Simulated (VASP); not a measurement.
Calculation: r2SCAN meta-GGA, VASP's PBE PAW potentials (set 64) (plane waves; VASP).

VASP input:

### KPOINTS
```
Automatic mesh
0
Gamma
9 9 12
0 0 0
```

INCAR:
```
SYSTEM = Ti
PREC = Accurate
ENCUT = 400
EDIFF = 1E-7
NELM = 100
ALGO = Normal
LREAL = .FALSE.
LASPH = .TRUE.
ISMEAR = -5
METAGGA = R2SCAN
LMIXTAU = .TRUE.
LMAXMIX = 4
LWAVE = .FALSE.
LCHARG = .FALSE.
LORBIT = 11
NEDOS = 601
ISIF = 2
LEFG = .TRUE.
```

### POSCAR
```
Ti
1.0
  4.5646631762   0.0000000000   0.0000000000
 -2.2823315880   3.9531138230   0.0000000000
  0.0000000000   0.0000000000   2.8245106618
Ti
3
Cart
  0.0000000000   0.0000000000   0.0000000000
 -0.0000022823   2.6354105330   1.4122553309
  2.2823338705   1.3177032900   1.4122553309
```

**KPOINTS_OPT**
```
k-points along high-symmetry lines
6
Line-mode
Reciprocal
  0.000000   0.000000   0.000000 ! GAMMA
  0.500000   0.000000   0.000000 ! M

  0.500000   0.000000   0.000000 ! M
  0.333333   0.333333   0.000000 ! K

  0.333333   0.333333   0.000000 ! K
  0.000000   0.000000   0.000000 ! GAMMA

  0.000000   0.000000   0.000000 ! GAMMA
  0.000000   0.000000   0.500000 ! A

  0.000000   0.000000   0.500000 ! A
  0.500000   0.000000   0.500000 ! L

  0.500000   0.000000   0.500000 ! L
  0.333333   0.333333   0.500000 ! H

  0.333333   0.333333   0.500000 ! H
  0.000000   0.000000   0.500000 ! A

  0.500000   0.000000   0.500000 ! L
  0.500000   0.000000   0.000000 ! M

  0.333333   0.333333   0.500000 ! H
  0.333333   0.333333   0.000000 ! K
```

POTCAR, in this order: Ti_sv (PBE.64 set). Program: vasp_std.

What VASP printed:

File OSZICAR:
```
       N       E                     dE             d eps       ncg     rms          rms(c)
DAV:   1     0.378995988429E+03    0.37900E+03   -0.17036E+04  3704   0.178E+03
DAV:   2     0.369750639486E+00   -0.37863E+03   -0.37488E+03  3744   0.534E+02
DAV:   3    -0.471620212355E+02   -0.47532E+02   -0.46902E+02  7178   0.161E+02
DAV:   4    -0.516544593127E+02   -0.44924E+01   -0.44539E+01  5420   0.403E+01
DAV:   5    -0.518748057351E+02   -0.22035E+00   -0.22031E+00  5870   0.857E+00    0.182E+01
DAV:   6    -0.403525049703E+02    0.11522E+02   -0.30368E+01  4634   0.672E+01    0.248E+00
DAV:   7    -0.375149374715E+02    0.28376E+01   -0.42665E+00  5828   0.159E+01    0.243E+00
DAV:   8    -0.388090911648E+02   -0.12942E+01   -0.15369E+00  5418   0.804E+00    0.208E+00
DAV:   9    -0.387513239011E+02    0.57767E-01   -0.76072E-01  4464   0.826E+00    0.161E+00
DAV:  10    -0.388299562162E+02   -0.78632E-01   -0.21827E-01  5710   0.636E+00    0.125E+00
DAV:  11    -0.388651576163E+02   -0.35201E-01   -0.13993E-01  4442   0.379E+00    0.198E-01
DAV:  12    -0.388739620505E+02   -0.88044E-02   -0.24667E-02  5176   0.137E+00    0.203E-01
DAV:  13    -0.388720143708E+02    0.19477E-02   -0.27934E-03  5160   0.402E-01    0.112E-01
DAV:  14    -0.388712625896E+02    0.75178E-03   -0.75705E-04  5662   0.230E-01    0.282E-02
DAV:  15    -0.388718865487E+02   -0.62396E-03   -0.57591E-04  4052   0.277E-01    0.270E-02
DAV:  16    -0.388717228048E+02    0.16374E-03   -0.98592E-05  4408   0.919E-02    0.194E-02
DAV:  17    -0.388719074917E+02   -0.18469E-03   -0.61728E-05  4606   0.817E-02    0.124E-02
DAV:  18    -0.388719015435E+02    0.59482E-05   -0.15800E-05  5238   0.355E-02    0.643E-03
DAV:  19    -0.388719315305E+02   -0.29987E-04   -0.12827E-05  3972   0.317E-02    0.326E-03
DAV:  20    -0.388719303328E+02    0.11978E-05   -0.25636E-06  5768   0.138E-02    0.139E-03
DAV:  21    -0.388719297789E+02    0.55384E-06   -0.49818E-07  3594   0.781E-03    0.721E-04
DAV:  22    -0.388719297526E+02    0.26322E-07   -0.32693E-08  2298   0.200E-03
   1 F= -.38871930E+02 E0= -.38871930E+02  d E =0.000000E+00
       N       E                     dE             ncg
```

### OUTCAR
```
------------------------ aborting loop because EDIFF is reached ----------------------------------------
  FORCE on cell =-STRESS in cart. coord.  units (eV):
  Direction    XX          YY          ZZ          XY          YZ          ZX
  --------------------------------------------------------------------------------------
  Total        0.1771679      0.1771678     -0.1597846      0.0000000      0.0000000      0.0000000
  in kB        5.5693474      5.5693461     -5.0228959      0.0000000      0.0000000      0.0000000
  external PRESSURE =       2.0385992 kB  Pullay stress =       0.0000000 kB
  volume of cell :       50.97
      direct lattice vectors                 reciprocal lattice vectors
     4.564663176  0.000000000  0.000000000     0.219074215  0.126482571  0.000000000
    -2.282331588  3.953113823  0.000000000     0.000000000  0.252965142  0.000000000
     0.000000000  0.000000000  2.824510662     0.000000000  0.000000000  0.354043627
 POSITION                                       TOTAL-FORCE (eV/Angst)
 -----------------------------------------------------------------------------------
      0.00000      0.00000      0.00000        -0.000000      0.000000      0.000000
     -0.00000      2.63541      1.41226         0.000000     -0.000000      0.000000
      2.28233      1.31770      1.41226        -0.000000      0.000000      0.000000
 -----------------------------------------------------------------------------------
    total drift:                                0.000000      0.000000      0.000000
  FREE ENERGIE OF THE ION-ELECTRON SYSTEM (eV)
  ---------------------------------------------------
  free  energy   TOTEN  =       -38.8719297526 eV

  energy  without entropy=      -38.8719297526  energy(sigma->0) =      -38.87192975

 total charge

# of ion       s       p       d       tot
------------------------------------------
    1        2.238   6.164   1.752  10.154
    2        2.242   6.130   1.914  10.286
    3        2.242   6.130   1.914  10.286
--------------------------------------------------
tot          6.723  18.424   5.579  30.726
```
(Selected blocks of OUTCAR.)

For a metal the tetrahedron method with Blöchl corrections gives inexact stress and forces.

The structure comes from a computed database's Ti entry (P6/mmm); how it stands against other phases isn't given here. It was relaxed first.
